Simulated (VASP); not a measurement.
An input for Quantum ESPRESSO's pw.x (written as the equivalent of a VASP run, and not itself run):

```
&CONTROL
  calculation = 'vc-relax'
  pseudo_dir = './pseudo'
  outdir = './out'
  tprnfor = .true.
  tstress = .true.
  nstep = 40
  forc_conv_thr = 0.00039
/
&SYSTEM
  ibrav = 0
  nat = 2
  ntyp = 1
  ecutwfc = 72
  occupations = 'smearing'
  smearing = 'methfessel-paxton'
  degauss = 0.00735
  input_dft = 'pbe'
/
&ELECTRONS
  conv_thr = 7.3e-09
  electron_maxstep = 100
/
&IONS
/
&CELL
  press = 50
/
ATOMIC_SPECIES
  Re 186.207 Re.upf
CELL_PARAMETERS angstrom
     1.3861267   -2.4008417   -0.0000000
     1.3861267    2.4008417    0.0000000
     0.0000000    0.0000000    4.4856314
ATOMIC_POSITIONS crystal
  Re   0.3333330  0.6666670  0.2500000
  Re   0.6666670  0.3333330  0.7500000
K_POINTS automatic
  14 14 8 0 0 0
```

Translate this input to VASP (INCAR, KPOINTS, POSCAR, choice of POTCAR).

This is not unique; one that fits is 
INCAR:
```
SYSTEM = Re
PREC = Accurate
ENCUT = 480
EDIFF = 1E-7
NELM = 100
ALGO = Normal
LREAL = .FALSE.
LASPH = .TRUE.
ISMEAR = 1
SIGMA = 0.1
GGA = PE
LMAXMIX = 6
LWAVE = .FALSE.
LCHARG = .FALSE.
ISIF = 3
IBRION = 2
NSW = 40
EDIFFG = -0.01
PSTRESS = 50
```

**POSCAR**
```
Re
1
    1.3861266704    -2.4008417029    -0.0000000000
    1.3861266704     2.4008417029     0.0000000000
    0.0000000000     0.0000000000     4.4856314381
Re
2
Direct
  0.3333330000   0.6666670000   0.2500000000
  0.6666670000   0.3333330000   0.7500000000
```

KPOINTS:
```
Automatic mesh
0
gamma
14 14 8
0 0 0
```

POTCAR, in this order: Re (PBE.64 set). Program: vasp_std.

What does not carry over: the potentials are each code's own (VASP's PAW set, PseudoDojo norm-conserving files in pw.x), so ENCUT and ecutwfc are chosen apart and not converted; conv_thr bounds pw.x's estimated SCF error, while EDIFF bounds the energy change between steps; forc_conv_thr acts on force components and is met together with etot_conv_thr.

The compound is Re in the hcp structure. This run relaxes it under an external pressure of 5 GPa. Symmetry was kept, so distortions that lower it aren't found.
